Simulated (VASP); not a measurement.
Here is the system:

```xyz
2
Lattice="0.0000 2.2359 2.2359 2.2359 0.0000 2.2359 2.2359 2.2359 0.0000" Properties=species:S:1:pos:R:3 pbc="T T T"
Nb     0.0000     0.0000     0.0000
C      2.2359     2.2359     2.2359
```

Computed with rev-vdW-DF2, VASP's PBE PAW potentials (set 64) (plane waves; VASP). Numerical set-up: 520 eV cut-off, Gaussian smearing of 0.050 eV, potentials Nb_sv C.

Problem. Predict the band gap (along the path) with the smallest direct gap where there is one.

Solution. 
band gap (along the path): none (metal, semimetal or under 0.01 eV)

Only differences to runs with the same potentials and settings are physical.

The compound is NbC in the rock salt structure. It was relaxed first. The electron count is odd and the run is not spin-polarised, which forces a metal.
